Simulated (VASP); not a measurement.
Crystal: TiC.

```
Ti C
1.0
     0.00000    2.15000    2.15000
     2.15000    0.00000    2.15000
     2.15000    2.15000    0.00000
Ti C
1 1
Direct
  0.00000 0.00000 0.00000
  0.50000 0.50000 0.50000
```

The cell was built by a generator and needn't be a form met in nature.

```yaml
Program: VASP 6.6.1
Task: relaxation of cell and atoms
Functional: LDA
Potentials_or_basis: VASP PAW LDA potentials, release 64 (Ti_sv, C)
Cutoff: 600 eV
k_mesh: 16 × 16 × 16
Occupations: methfessel-paxton, width 0.1 eV
Spin: no spin polarisation
```

At the start: pressure -6.8 GPa; volume 9.94 Å³/atom.

Problem. Where does the relaxation end?

Solution. Over 4 steps the energy falls by 5.4 meV/atom and the volume is 9.69 Å³/atom (-2.5 %); space group Fm-3m (No. 225, to 0.05 Å).

Step by step:
```tsv
step	energy change (eV)	largest force (eV/Å)	pressure (GPa)	volume (Å³)
1	0.0000	0.0000	-6.78	19.88
2	0.0117	0.0000	10.79	18.69
3	-0.0108	0.0000	-0.11	19.38
4	-0.0108	0.0000	-0.03	19.37
```

Final structure:
```cif
data_structure
_symmetry_space_group_name_H-M 'P 1'
_symmetry_Int_Tables_number 1
_cell_length_a 3.0146
_cell_length_b 3.0146
_cell_length_c 3.0146
_cell_angle_alpha 60.000
_cell_angle_beta 60.000
_cell_angle_gamma 60.000
_cell_volume 19.37
loop_
_atom_site_label
_atom_site_type_symbol
_atom_site_fract_x
_atom_site_fract_y
_atom_site_fract_z
_atom_site_occupancy
Ti1 Ti 0.00000 0.00000 0.00000 1
C1 C 0.50000 0.50000 0.50000 1
```
